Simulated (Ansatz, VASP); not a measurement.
# BaPbO3 in two plane-wave programs, part 2 of 2

One calculation is typed for both programs; each brings its own data sets. How far apart do they land? The cell is generated by rule, not measured, and may not be a known phase. The cell is taken from a series of runs on this material, whose earlier steps may have relaxed, scaled, displaced or heated it; both programs get it as it stands.

VASP 6.6.1 and Ansatz 0.2.0.

So far: Set-up; VASP: zone-centre phonons, PBEsol.

## Step 2: VASP: zone-centre phonons, PBEsol (continued)

Level of this step: PBEsol; plane waves and PAW (Ba_sv, Pb_d, O); invented cell (VASP).

Numbers of over 12 decimals in the logs are rounded to 6 here.

OUTCAR, selected parts (step 2):

```text
ion  position               nearest neighbor table
   1  0.000  0.000  0.000-   3 3.03   4 3.03   5 3.03   4 3.03   5 3.03   3 3.03   5 3.03   5 3.03
                             3 3.03   4 3.03   4 3.03   3 3.03   2 3.71   2 3.71   2 3.71   2 3.71
   2  0.500  0.500  0.500-   3 2.14   4 2.14   5 2.14   3 2.14   4 2.14   5 2.14   1 3.71   1 3.71
                             1 3.71   1 3.71   1 3.71   1 3.71   1 3.71   1 3.71
   3  0.500  0.500  0.000-   2 2.14   2 2.14   1 3.03   1 3.03   1 3.03   1 3.03
   4  0.500  0.000  0.500-   2 2.14   2 2.14   1 3.03   1 3.03   1 3.03   1 3.03
   5  0.000  0.500  0.500-   2 2.14   2 2.14   1 3.03   1 3.03   1 3.03   1 3.03

  LATTYP: Found a simple cubic cell.
 ALAT       =     4.2810551391

 Subroutine GETGRP returns: Found 48 space group operations
 (whereof 48 operations were pure point group operations)

The static configuration has the point symmetry O_h .

 Found     35 irreducible k-points:

   k-points           NKPTS =     35   k-points in BZ     NKDIM =     35   number of bands    NBANDS=     27

   dimension x,y,z NGX =    36 NGY =   36 NGZ =   36
   dimension x,y,z NGXF=    72 NGYF=   72 NGZF=   72

   ENCUT  =  600.0 eV  44.10 Ry    6.64 a.u.   8.55  8.55  8.55*2*pi/ulx,y,z

   NELECT =      42.0000    total number of electrons

 k-points in reciprocal lattice and weights: Automatic mesh
   0.00000000  0.00000000  0.00000000       0.002
   0.12500000  0.00000000  0.00000000       0.012
   0.25000000  0.00000000  0.00000000       0.012
   0.37500000  0.00000000  0.00000000       0.012
   0.50000000  0.00000000  0.00000000       0.006
   0.12500000  0.12500000  0.00000000       0.023
   0.25000000  0.12500000  0.00000000       0.047
   0.37500000  0.12500000  0.00000000       0.047
   0.50000000  0.12500000  0.00000000       0.023
[...]
0.50000000  0.50000000  0.37500000       0.012
   0.50000000  0.50000000  0.50000000       0.002

 average (electrostatic) potential at core
       1 -33.8359       2 -91.7668       3 -69.8690       4 -69.8690       5 -69.8690

  Total        0.3711392      0.3711392      0.3711392     -0.0000000     -0.0000000      0.0000000
[...]
POSITION                                       TOTAL-FORCE (eV/Angst)
 -----------------------------------------------------------------------------------
      0.00000      0.00000      0.00000         0.000000      0.000000      0.000000
      2.14053      2.14053      2.14053         0.000000      0.000000      0.000000
      2.14053      2.14053      0.00000         0.000000      0.000000      0.000000
      2.14053      0.00000      2.14053         0.000000      0.000000      0.000000
      0.00000      2.14053      2.14053         0.000000      0.000000      0.000000
 -----------------------------------------------------------------------------------
    total drift:                                0.000000      0.000000      0.000000

 Eigenvectors and eigenvalues of the dynamical matrix
 ----------------------------------------------------

   1 f  =   17.067878 THz   107.240643 2PiTHz  569.323144 cm-1    70.587042 meV
             X         Y         Z           dx          dy          dz
      0.000000  0.000000  0.000000     0.004449   -0.008628   -0.000000
      2.140528  2.140528  2.140528     0.095815   -0.185819    0.000000
      2.140528  2.140528  0.000000     0.043113   -0.083612    0.000000
      2.140528  0.000000  2.140528     0.043113    0.861034   -0.000000
      0.000000  2.140528  2.140528    -0.443980   -0.083612   -0.000000

   2 f  =   17.067878 THz   107.240643 2PiTHz  569.323144 cm-1    70.587042 meV
             X         Y         Z           dx          dy          dz
      0.000000  0.000000  0.000000    -0.000000    0.000000   -0.009708
      2.140528  2.140528  2.140528    -0.000000    0.000000   -0.209067
      2.140528  2.140528  0.000000    -0.000000    0.000000    0.968761
      2.140528  0.000000  2.140528    -0.000000   -0.000000   -0.094073
      0.000000  2.140528  2.140528     0.000000    0.000000   -0.094073

   3 f  =   17.067878 THz   107.240643 2PiTHz  569.323144 cm-1    70.587042 meV
             X         Y         Z           dx          dy          dz
      0.000000  0.000000  0.000000    -0.008628   -0.004449    0.000000
      2.140528  2.140528  2.140528    -0.185819   -0.095815    0.000000
      2.140528  2.140528  0.000000    -0.083612   -0.043113   -0.000000
      2.140528  0.000000  2.140528    -0.083612    0.443980   -0.000000
      0.000000  2.140528  2.140528     0.861034   -0.043113    0.000000

   4 f  =    4.010212 THz    25.196907 2PiTHz  133.766283 cm-1    16.584898 meV
             X         Y         Z           dx          dy          dz
      0.000000  0.000000  0.000000    -0.386484   -0.019461   -0.000000
      2.140528  2.140528  2.140528     0.585737    0.029494   -0.000000
      2.140528  2.140528  0.000000    -0.502189   -0.025287   -0.000000
      2.140528  0.000000  2.140528    -0.502189    0.001259   -0.000000
      0.000000  2.140528  2.140528     0.025003   -0.025287    0.000000

   5 f  =    4.010212 THz    25.196907 2PiTHz  133.766283 cm-1    16.584898 meV
             X         Y         Z           dx          dy          dz
      0.000000  0.000000  0.000000    -0.019461    0.386479    0.002010
      2.140528  2.140528  2.140528     0.029494   -0.585729   -0.003046
      2.140528  2.140528  0.000000    -0.025287    0.502182   -0.000130
      2.140528  0.000000  2.140528    -0.025287   -0.025002    0.002612
      0.000000  2.140528  2.140528     0.001259    0.502182    0.002612

   6 f  =    4.010212 THz    25.196907 2PiTHz  133.766283 cm-1    16.584898 meV
             X         Y         Z           dx          dy          dz
      0.000000  0.000000  0.000000    -0.000101    0.002007   -0.386969
      2.140528  2.140528  2.140528     0.000153   -0.003042    0.586471
      2.140528  2.140528  0.000000    -0.000131    0.002608    0.025034
      2.140528  0.000000  2.140528    -0.000131   -0.000130   -0.502819
      0.000000  2.140528  2.140528     0.000007    0.002608   -0.502819

   7 f  =    2.977661 THz    18.709198 2PiTHz   99.324091 cm-1    12.314612 meV
             X         Y         Z           dx          dy          dz
      0.000000  0.000000  0.000000    -0.000000   -0.000000    0.000000
      2.140528  2.140528  2.140528     0.000000   -0.000000   -0.000000
      2.140528  2.140528  0.000000    -0.690748    0.151210    0.000000
      2.140528  0.000000  2.140528     0.690748   -0.000000    0.001471
      0.000000  2.140528  2.140528     0.000000   -0.151210   -0.001471

   8 f  =    2.977661 THz    18.709198 2PiTHz   99.324091 cm-1    12.314612 meV
             X         Y         Z           dx          dy          dz
      0.000000  0.000000  0.000000    -0.000000   -0.000000   -0.000000
      2.140528  2.140528  2.140528    -0.000000   -0.000000   -0.000000
      2.140528  2.140528  0.000000     0.058459    0.273365   -0.000000
      2.140528  0.000000  2.140528    -0.058459   -0.000000   -0.649503
      0.000000  2.140528  2.140528    -0.000000   -0.273365    0.649503

   9 f  =    2.977661 THz    18.709198 2PiTHz   99.324091 cm-1    12.314612 meV
             X         Y         Z           dx          dy          dz
      0.000000  0.000000  0.000000    -0.000000   -0.000000    0.000000
      2.140528  2.140528  2.140528    -0.000000   -0.000000    0.000000
      2.140528  2.140528  0.000000     0.139461    0.634356    0.000000
      2.140528  0.000000  2.140528    -0.139461   -0.000000    0.279542
      0.000000  2.140528  2.140528    -0.000000   -0.634356   -0.279542

  10 f  =    1.966065 THz    12.353149 2PiTHz   65.580859 cm-1     8.130987 meV
             X         Y         Z           dx          dy          dz
      0.000000  0.000000  0.000000    -0.300815    0.634909    0.026575
      2.140528  2.140528  2.140528     0.126232   -0.266428   -0.011152
      2.140528  2.140528  0.000000     0.190896   -0.402910   -0.005416
      2.140528  0.000000  2.140528     0.190896   -0.129386   -0.016864
      0.000000  2.140528  2.140528     0.061302   -0.402910   -0.016864

  11 f  =    1.966065 THz    12.353149 2PiTHz   65.580859 cm-1     8.130987 meV
             X         Y         Z           dx          dy          dz
      0.000000  0.000000  0.000000     0.635378    0.300996    0.000964
      2.140528  2.140528  2.140528    -0.266625   -0.126308   -0.000405
      2.140528  2.140528  0.000000    -0.403208   -0.191011   -0.000196
      2.140528  0.000000  2.140528    -0.403208   -0.061339   -0.000612
      0.000000  2.140528  2.140528    -0.129482   -0.191011   -0.000612

  12 f  =    1.966065 THz    12.353149 2PiTHz   65.580859 cm-1     8.130987 meV
             X         Y         Z           dx          dy          dz
      0.000000  0.000000  0.000000     0.010507   -0.024429    0.702565
      2.140528  2.140528  2.140528    -0.004409    0.010251   -0.294819
      2.140528  2.140528  0.000000    -0.006667    0.015502   -0.143174
      2.140528  0.000000  2.140528    -0.006667    0.004978   -0.445845
      0.000000  2.140528  2.140528    -0.002141    0.015502   -0.445845

  13 f/i=    0.015233 THz     0.095714 2PiTHz    0.508128 cm-1     0.063000 meV
             X         Y         Z           dx          dy          dz
      0.000000  0.000000  0.000000     0.480436   -0.353601    0.000074
      2.140528  2.140528  2.140528     0.583714   -0.429614    0.000090
      2.140528  2.140528  0.000000     0.159568   -0.117442    0.000025
      2.140528  0.000000  2.140528     0.159568   -0.119067    0.000025
      0.000000  2.140528  2.140528     0.161775   -0.117442    0.000025

  14 f/i=    0.015233 THz     0.095714 2PiTHz    0.508128 cm-1     0.063000 meV
             X         Y         Z           dx          dy          dz
      0.000000  0.000000  0.000000     0.349774    0.475218   -0.087626
      2.140528  2.140528  2.140528     0.424964    0.577374   -0.106462
      2.140528  2.140528  0.000000     0.116171    0.157835   -0.029506
      2.140528  0.000000  2.140528     0.116171    0.160018   -0.029103
      0.000000  2.140528  2.140528     0.117778    0.157835   -0.029103

  15 f/i=    0.015233 THz     0.095714 2PiTHz    0.508128 cm-1     0.063000 meV
             X         Y         Z           dx          dy          dz
      0.000000  0.000000  0.000000     0.051882    0.070615    0.590063
      2.140528  2.140528  2.140528     0.063035    0.085795    0.716907
      2.140528  2.140528  0.000000     0.017232    0.023454    0.198690
      2.140528  0.000000  2.140528     0.017232    0.023778    0.195979
      0.000000  2.140528  2.140528     0.017470    0.023454    0.195979

 ELASTIC MODULI CONTR FROM IONIC RELAXATION (kBar)
 Direction    XX          YY          ZZ          XY          YZ          ZX
 --------------------------------------------------------------------------------
 XX           0.0000      0.0000      0.0000      0.0000      0.0000      0.0000
 YY           0.0000      0.0000      0.0000      0.0000      0.0000      0.0000
 ZZ           0.0000      0.0000      0.0000      0.0000      0.0000      0.0000
 XY           0.0000      0.0000      0.0000      0.0000      0.0000      0.0000
 YZ           0.0000      0.0000      0.0000      0.0000      0.0000      0.0000
 ZX           0.0000      0.0000      0.0000      0.0000      0.0000      0.0000
 --------------------------------------------------------------------------------
```

Harder data sets than Ba_sv exist (the GW ones), and pressures, volumes and forces can shift noticeably with them.

## Step 3: Ansatz: zone-centre phonons, PBEsol

Ansatz runs on its PAW soft_1 files.

The same cell, functional, mesh and smearing now go to Ansatz, which takes its cutoff from its data sets.

input.yaml

```yaml
crystal:
  lattice:
    - [4.2810551391, 0.0, 0.0]
    - [0.0, 4.2810551391, 0.0]
    - [0.0, 0.0, 4.2810551391]
  atoms:
    - { symbol: Ba, position: [0.0, 0.0, 0.0] }
    - { symbol: Pb, position: [0.5, 0.5, 0.5] }
    - { symbol: O, position: [0.5, 0.5, 0.0] }
    - { symbol: O, position: [0.5, 0.0, 0.5] }
    - { symbol: O, position: [0.0, 0.5, 0.5] }
kpoints:
  mp_grid: { grid: [8, 8, 8] }
hamiltonian:
  xc: pbesol
  pseudopotentials: { kind: paw, azcp: { folder: soft_1 }, xc_functional: pbe }
scf:
  occupations: { method: methfessel_paxton, width: 0.2 }
output:
  eigenvalues: true
phonons:
  method: dfpt
```

On the command line:

```sh
$ ansatz run input.yaml --threads 4 --pin off --max-ram 16384MiB --backend cpu --events-out ev --progress --plain --runs-dir out
```

The program printed:

```text
zone centre: on kpoints.mp_grid the ground state, and the responses unless they are solved on pairs of k-points, stand on 125 of the mesh's 512 k-points, reduced under 8 symmetry operations, with k and −k counted as one. Each operation leaves every solved displacement unchanged or reverses it
Engine: ansatz 0.2.0, aarch64-unknown-linux-gnu
Pseudopotentials: kind: paw
Pseudopotential: Ba, paw, valence charge 10, recommended cutoff 420 eV (normal), soft_1/Ba.paw.azcp
Pseudopotential: Pb, paw, valence charge 14, recommended cutoff 420 eV (normal), soft_1/Pb.paw.azcp
Pseudopotential: O, paw, valence charge 6, recommended cutoff 420 eV (normal), soft_1/O.paw.azcp
Functional definition: PBEsol
  exchange = pbesol_x
  correlation = pbesol_c
Crystal: 5 atoms, lattice volume = 78.461 Å³
Basis set: ecut = 420 eV, 1551 PW (Γ), exchange–correlation on 60×60×60 points (8 copies of the dense FFT grid, shifted against one another)
Bands: 26, of which v1, the nominal top of the filled ones, is band 21 counted from 1 (20 counted from 0)
Symmetry: 48 space group operations
k-points: 125 of 512 (irreducible under 8 space group operations)
Non-local potential: Ba, projectors of the file, l = 0: 3, l = 1: 2, l = 2: 2, l = 3: 2
Non-local potential: Pb, projectors of the file, l = 0: 2, l = 1: 2, l = 2: 2, l = 3: 1
Non-local potential: O, projectors of the file, l = 0: 2, l = 1: 2, l = 2: 1
PAW form: soft (Blöchl's): semilocal exchange-correlation on the pseudo side does not see the compensation charge
PAW frozen core: Ba, regenerated for the run's functional, and the local potential with it (the file was generated under x = pbe(κ = 0.804, μ = 0.219515), c = pbe(β = 0.066725))
PAW frozen core: Pb, regenerated for the run's functional, and the local potential with it (the file was generated under x = pbe(κ = 0.804, μ = 0.219515), c = pbe(β = 0.066725))
PAW frozen core: O, regenerated for the run's functional, and the local potential with it (the file was generated under x = pbe(κ = 0.804, μ = 0.219515), c = pbe(β = 0.066725))
PAW one-centre angular grid: Ba, 194 points (default); XC on 64 Gauss nodes
PAW one-centre angular grid: Pb, 590 points (default); XC on 64 Gauss nodes
PAW one-centre angular grid: O, 110 points (default); XC on 64 Gauss nodes
Initial density: superposition of atomic densities (chi_scale 0.1, normalization cell, long waves kept (reshape's long-wave potential 0.00 eV rms))
Initial wavefunctions: pseudopotential atomic-orbital guess
Functional: x = pbesol(κ = 0.804, μ = 0.123457), c = pbesol(β = 0.046)
SCF iter   1: F=—  HF=-19304.939869 eV  |F-HF|=—  |Δ(HF+E_count)|=         —  Δρ=5.67e-2  dr2=3.60e0  ethr=3.10e-3  ⟨swp⟩=10.9  Hψ=21596  notcnv=0
preconditioner: auto → Resta (q_TF=auto, 2.458 Å⁻¹)  ε∞=4.8  [insulator: Δε(μ)=0.307 eV  Ē_g=13.648 eV  σ=0.200 eV  W_gap=0.63  n_scr=18 (ndim 8)  ℏωp=26.5 eV  f_vac=0.000  D(μ)=0.30/eV (n_scr^D=0)  ε∞_Penn≈4.8]
SCF iter   2: F=—  HF=-19304.046746 eV  |F-HF|=—  |Δ(HF+E_count)|=   8.93e-1  S|Δr|=    0.00e0  Δρ=3.21e-2  dr2=1.32e0  ethr=3.10e-3  ⟨swp⟩=4.0  Hψ=6908  notcnv=0  defer=117
SCF iter   3: F=—  HF=-19303.526468 eV  |F-HF|=—  |Δ(HF+E_count)|=   5.20e-1  S|Δr|=    0.00e0  Δρ=8.21e-3  dr2=8.01e-2  ethr=3.10e-3  ⟨swp⟩=4.4  Hψ=6267  notcnv=0  defer=117
SCF iter   4: F=—  HF=-19303.498199 eV  |F-HF|=—  |Δ(HF+E_count)|=   2.83e-2  S|Δr|=    0.00e0  Δρ=1.90e-3  dr2=2.69e-3  ethr=1.91e-4  ⟨swp⟩=3.5  Hψ=7384  notcnv=0  defer=118
SCF iter   5: F=—  HF=-19303.498132 eV  |F-HF|=—  |Δ(HF+E_count)|=   6.77e-5  S|Δr|=    0.00e0  Δρ=3.68e-4  dr2=1.30e-4  ethr=6.40e-6  ⟨swp⟩=2.6  Hψ=5609  notcnv=0  defer=117
SCF iter   6: F=—  HF=-19303.498119 eV  |F-HF|=—  |Δ(HF+E_count)|=   1.23e-5  S|Δr|=    0.00e0  Δρ=7.95e-5  dr2=3.76e-6  ethr=3.10e-7  ⟨swp⟩=2.3  Hψ=5508  notcnv=0  defer=117
SCF iter   7: F=—  HF=-19303.498121 eV  |F-HF|=—  |Δ(HF+E_count)|=   1.50e-6  S|Δr|=    0.00e0  Δρ=2.17e-5  dr2=3.48e-7  ethr=8.96e-9  ⟨swp⟩=2.2  Hψ=5565  notcnv=0  defer=118
SCF iter   8: F=—  HF=-19303.498121 eV  |F-HF|=—  |Δ(HF+E_count)|=   3.53e-7  S|Δr|=    0.00e0  Δρ=4.84e-6  dr2=2.15e-8  ethr=8.29e-10  ⟨swp⟩=2.2  Hψ=5017  notcnv=0  defer=116
SCF iter   9: F=—  HF=-19303.498121 eV  |F-HF|=—  |Δ(HF+E_count)|=   2.37e-8  S|Δr|=    0.00e0  Δρ=1.46e-6  dr2=1.80e-9  ethr=5.12e-11  ⟨swp⟩=2.3  Hψ=5804  notcnv=0  defer=116
SCF iter  10: F=—  HF=-19303.498121 eV  |F-HF|=—  |Δ(HF+E_count)|=  3.27e-11  S|Δr|=    0.00e0  Δρ=4.81e-7  dr2=1.15e-10  ethr=4.28e-12  ⟨swp⟩=2.2  Hψ=5750  notcnv=0  defer=116
SCF iter  11: F=-19303.498121 eV  HF=-19303.498121 eV  |F-HF|=0.00e0  |Δ(HF+E_count)|=  1.09e-11  S|Δr|=    0.00e0  Δρ=8.33e-8  dr2=3.34e-12  ethr=1.00e-12  ⟨swp⟩=19.5  Hψ=26008  notcnv=0
SCF 1 converged in 11 iterations: F = -19303.498121 eV  dr2 = 3.34e-12
  greatest PAW one-centre occupation: 0.986 electrons in one spin orbital (limit 2), on the Pb atom at site 1 (counted from 0), in its partial waves of l = 2
DFPT response loops at Γ: preconditioner auto → Kerker (q_TF=auto, 2.458 Å⁻¹) (partly filled bands, converged f_vac=0.000); β = 1.00, the filter's whole step (`scf.mixing.beta` (0.50) is not read by the response loops under this deck's `scf.mixing.preconditioner`; to damp them name `kerker` or `kerker_dos`, under which they read `scf.mixing.beta`, and type it under 1.00, their step now; both keys bind the ground state too); Broyden in place of MSR1
SCF converged after 11 iterations
Stability not checked: this state was not tested for a lower state beside it, because cold or Methfessel-Paxton smearing, or corrected tetrahedra, fill the levels in a way that the test cannot read (fill_not_monotonic; see scf.lower_state_search)
Free energy (F): -19303.498121 eV
Harris-Foulkes:  -19303.498121 eV  (|F-HF|=0.00e0)
Internal energy: -19303.509131 eV  (E = F + TS)
E sigma→0 (E₀):  -19303.500874 eV
Entropy (-TS):   0.011009 eV (2.202 meV/atom)
Fermi energy:    9.134061 eV
--- Per-component energies (eV) ---
  E_band       = -15.323758
  E_kinetic    = 958.980774
  E_local      = -2322.965448  (includes V_loc(G=0)·N_el)
  E_nonlocal   = 567.517977
  E_hartree    = 888.825937
  E_xc         = -608.539649
  E_vxc        = -533.905308  (∫ρ·V_xc dr)
  E_paw        = -15836.631386  (= ΣΔE_a)
  E_vpaw       = -462.605780  (= ΣTr[D̂ρ^β])
  E_aug_tail   = 0.002234  (compensation charges beyond the density's cutoff)
  E_ewald      = -2951.019041
  E_core_change = 0.319471  (= ΣΔE_core)
  E_smearing   = 0.011009  (= −TS)
  E_closure    = 0.000000  (closes the sum)
  Σ components = -19303.498121   (vs F -19303.498121, Δ=0.00e0)
--- Band table (eV; the first three rows and the last of 125) ---
  k-point 0: bands = [... 17 lower, 8.1491, 8.1491, 8.5168, 8.5168, 8.5168, 13.8035, 13.8035, 15.5004, ... 1 higher]
  k-point 1: bands = [... 17 lower, 8.1202, 8.1202, 8.4848, 8.4848, 8.9871, 14.0243, 14.0326, 15.7892, ... 1 higher]
  k-point 2: bands = [... 17 lower, 8.0626, 8.0626, 8.4094, 8.4094, 10.3012, 14.5672, 14.6167, 16.2366, ... 1 higher]
  k-point 124: bands = [... 17 lower, 9.0651, 9.0651, 9.1352, 9.1352, 13.9135, 13.9135, 13.9135, 15.8999, ... 1 higher]
--- Phonons (Γ-DFPT): 4 representative perturbations + reference, on 125 of 512 k-points (Σ response iterations 13) ---
  k mesh reduced under 8 symmetry operations, with k and −k counted as one. Each operation leaves every solved displacement unchanged or reverses it
  ASR residual: 4.419e-5 → 0.000e0 eV/Å²; symmetrization residual: 1.465e-6 eV/Å²
  ASR residual per site (eV/Å²): 5.77e-6 1.04e-5 4.42e-5 4.42e-5 4.42e-5
  Γ frequencies (cm⁻¹): 0.00 0.00 0.00 44.04 44.04 44.04 83.25 83.25 83.25 130.94 130.94 130.94 564.34 564.34 564.34
  non-analytic LO–TO correction: not included (Born effective charges unavailable; polar crystals: no LO–TO splitting at Γ)
```

## Step 4: Comparison

Known differences besides the potentials themselves: the cutoff is 420 eV in Ansatz and 600 eV in VASP; Ansatz makes its cores anew for this functional, VASP keeps those of its PBE data sets. Total energies have different zeros and are not compared.

Compared:

| quantity | Ansatz | VASP | difference |
| --- | --- | --- | --- |
| optical mode 1 to 3 (cm⁻¹) | 44.0 | 65.6 | -21.5 |
| optical mode 4 to 6 (cm⁻¹) | 83.2 | 99.3 | -16.18 % |
| optical mode 7 to 9 (cm⁻¹) | 130.9 | 133.8 | -2.11 % |
| optical mode 10 to 12 (cm⁻¹) | 564.3 | 569.3 | -0.88 % |

Modes are paired by rising frequency, not by their patterns, so a pair may set unlike modes beside each other; they are those without the splitting of longitudinal modes.

## Step 5: Outcome

| Property | Result |
| --- | --- |
| r.m.s. difference of the optical zone-centre modes, each program's sorted by frequency (zone-centre phonons, PBEsol) | 14 cm⁻¹ |
| difference in optical mode 4 to 6 (zone-centre phonons, PBEsol) | -16.2 % |

The r.m.s. difference of the optical zone-centre modes, each program's sorted by frequency is 14 cm⁻¹ (zone-centre phonons, PBEsol). Among the rows given in per cent, the largest difference of the zone-centre phonons, PBEsol pair is in optical mode 4 to 6, -16.2 %. What causes the difference of the zone-centre phonons, PBEsol pair stays open here. How closely two codes agree says nothing of how well the functional describes the real material.

[Lines on the potential files, build, host, timing and source positions are cut from VASP's logs without a mark.]

[Logs are printed without paths, hosts, clocks, repeated set-up lines and the standing remarks that a program may print on its own settings, such as how far it seeks lower states.]

[Hosts, paths, dates, database ids (printed as entryN), source tags and the programs' standing remarks are cut or masked in the printed files.]
